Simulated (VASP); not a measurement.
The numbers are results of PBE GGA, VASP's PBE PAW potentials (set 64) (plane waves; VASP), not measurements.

A VASP calculation is set up with these files.

### INCAR
```
ALGO  =  Normal
ISIF  =  2   ! forces and stress, cell fixed
EDIFF  =  1E-6
ENCUT  =  300   ! plane-wave cut-off (eV)
LASPH  =  .TRUE.   ! aspherical one-centre terms
NELM  =  100   ! most electronic steps
LCHARG  =  .FALSE.
SIGMA  =  0.1   ! width (eV)
LWAVE  =  .FALSE.
SYSTEM  =  SnTe
PREC  =  Accurate
ISMEAR  =  -1
GGA  =  PE   ! PBE
LREAL  =  .FALSE.   ! projection in real space or not
LMAXMIX  =  4   ! l cut-off of mixed one-centre charges
```

File POSCAR:
```
SnTe
1
    4.7547390000     0.0000000000     0.0000000000
   -2.3773700000     4.1177250000     0.0000000000
    0.0000000000     0.0000000000    14.0000000000
Sn Te
1 1
Direct
  0.6648640000   0.3364590000   0.4957050000
  0.3351360000   0.6635410000   0.5042950000
```

KPOINTS:
```
Automatic mesh
0
Gamma
8 8 1
0 0 0
```

POTCAR, in this order: Sn_d Te (PBE.64 set). Program: vasp_std.

Output

OUTCAR:
```
 ion  position               nearest neighbor table
   1  0.665  0.336  0.496-   2 2.71   2 2.76   2 2.77
   2  0.335  0.664  0.504-   1 2.71   1 2.76   1 2.77
  LATTYP: Found a hexagonal cell.
 ALAT       =     4.7547390000
 C/A-ratio  =     2.9444308089
 Subroutine PRICEL returns:
 Original cell was already a primitive cell.
 Subroutine GETGRP returns: Found  1 space group operations
The static configuration has the point symmetry C_1 .
The dynamic configuration has the point symmetry C_1 .
 Subroutine INISYM returns: Found  1 space group operations
 Subroutine IBZKPT returns following result:
 Found     34 irreducible k-points:

 Following reciprocal coordinates:
            Coordinates               Weight
  0.000000  0.000000  0.000000      1.000000
  0.125000 -0.000000  0.000000      2.000000
  0.000000  0.125000  0.000000      2.000000
 -0.125000  0.125000  0.000000      2.000000
  0.250000 -0.000000  0.000000      2.000000
  0.000000  0.250000  0.000000      2.000000
 -0.250000  0.250000  0.000000      2.000000
  0.375000 -0.000000  0.000000      2.000000
  0.000000  0.375000  0.000000      2.000000
 -0.375000  0.375000  0.000000      2.000000
  0.500000 -0.000000  0.000000      1.000000
  0.000000  0.500000  0.000000      1.000000
  0.500000  0.500000  0.000000      1.000000
  0.125000  0.125000  0.000000      2.000000
 -0.125000  0.250000  0.000000      2.000000
 -0.250000  0.125000  0.000000      2.000000
  0.250000  0.125000  0.000000      2.000000
 -0.125000  0.375000  0.000000      2.000000
 -0.375000  0.250000  0.000000      2.000000
 -0.250000  0.375000  0.000000      2.000000
  0.125000  0.250000  0.000000      2.000000
  0.375000 -0.125000  0.000000      2.000000
  0.375000  0.125000  0.000000      2.000000
...
```

OSZICAR:
```
       N       E                     dE             d eps       ncg     rms          rms(c)
DAV:   1     0.884319286955E+02    0.88432E+02   -0.71115E+03  1224   0.734E+02
DAV:   2     0.916355078087E+00   -0.87516E+02   -0.86830E+02  1186   0.214E+02
DAV:   3    -0.593485694733E+01   -0.68512E+01   -0.67890E+01  1186   0.640E+01
DAV:   4    -0.615082773247E+01   -0.21597E+00   -0.21588E+00  1398   0.130E+01
DAV:   5    -0.615316524701E+01   -0.23375E-02   -0.23374E-02  1358   0.122E+00    0.944E+00
DAV:   6    -0.604228969701E+01    0.11088E+00   -0.25881E-01  1102   0.247E+00    0.567E+00
DAV:   7    -0.602736210332E+01    0.14928E-01   -0.12196E-01  1096   0.159E+00    0.491E-01
DAV:   8    -0.602490320374E+01    0.24589E-02   -0.17013E-02  1138   0.857E-01    0.371E-01
DAV:   9    -0.602460884770E+01    0.29436E-03   -0.15310E-03  1168   0.232E-01    0.159E-01
DAV:  10    -0.602427390852E+01    0.33494E-03   -0.29974E-04  1310   0.931E-02    0.825E-02
DAV:  11    -0.602400940347E+01    0.26451E-03   -0.17068E-04  1000   0.797E-02    0.756E-02
DAV:  12    -0.602409718811E+01   -0.87785E-04   -0.86017E-05  1096   0.377E-02    0.124E-02
DAV:  13    -0.602429769466E+01   -0.20051E-03   -0.51851E-05  1162   0.334E-02    0.423E-02
DAV:  14    -0.602442432750E+01   -0.12663E-03   -0.10886E-05  1066   0.164E-02    0.419E-03
DAV:  15    -0.602451299763E+01   -0.88670E-04   -0.31010E-06   716   0.135E-02    0.817E-03
DAV:  16    -0.602457038004E+01   -0.57382E-04   -0.21089E-06   722   0.529E-03    0.251E-03
DAV:  17    -0.602458344476E+01   -0.13065E-04   -0.55659E-07   812   0.340E-03    0.396E-04
DAV:  18    -0.602458708385E+01   -0.36391E-05   -0.13682E-07   710   0.150E-03    0.251E-04
DAV:  19    -0.602458767808E+01   -0.59423E-06   -0.22430E-08   794   0.774E-04
   1 F= -.60245877E+01 E0= -.59979749E+01  d E =-.532255E-01
```

**OUTCAR**
```
------------------------ aborting loop because EDIFF is reached ----------------------------------------
  FORCE on cell =-STRESS in cart. coord.  units (eV):
  Direction    XX          YY          ZZ          XY          YZ          ZX
  --------------------------------------------------------------------------------------
  Total        6.4009028      5.8433755     -0.0508401     -0.3532601      0.0251114     -0.0326613
  in kB       37.4144837     34.1556318     -0.2971702     -2.0648719      0.1467809     -0.1909115
  external PRESSURE =      23.7576485 kB  Pullay stress =       0.0000000 kB
  volume of cell :      274.10
      direct lattice vectors                 reciprocal lattice vectors
     4.754739000  0.000000000  0.000000000     0.210316486  0.121426299  0.000000000
    -2.377370000  4.117725000  0.000000000     0.000000000  0.242852546  0.000000000
     0.000000000  0.000000000 14.000000000     0.000000000  0.000000000  0.071428571
 POSITION                                       TOTAL-FORCE (eV/Angst)
 -----------------------------------------------------------------------------------
      2.36137      1.38545      6.93987         0.268341     -0.207588     -0.279208
      0.01600      2.73228      7.06013        -0.268341      0.207588      0.279208
 -----------------------------------------------------------------------------------
    total drift:                                0.002082     -0.001049     -0.000092
  FREE ENERGIE OF THE ION-ELECTRON SYSTEM (eV)
  ---------------------------------------------------
  free  energy   TOTEN  =        -6.0245876781 eV

  energy  without entropy=       -5.9713621997  energy(sigma->0) =       -5.99797494
```
(Selected blocks of OUTCAR.)

At this cut-off the stress carries a Pulay error, which pulls relaxed volumes low. The cell holds a wide vacuum, so values per volume refer to the whole cell.

The cell is a sheet with vacuum, built from a generated structure.
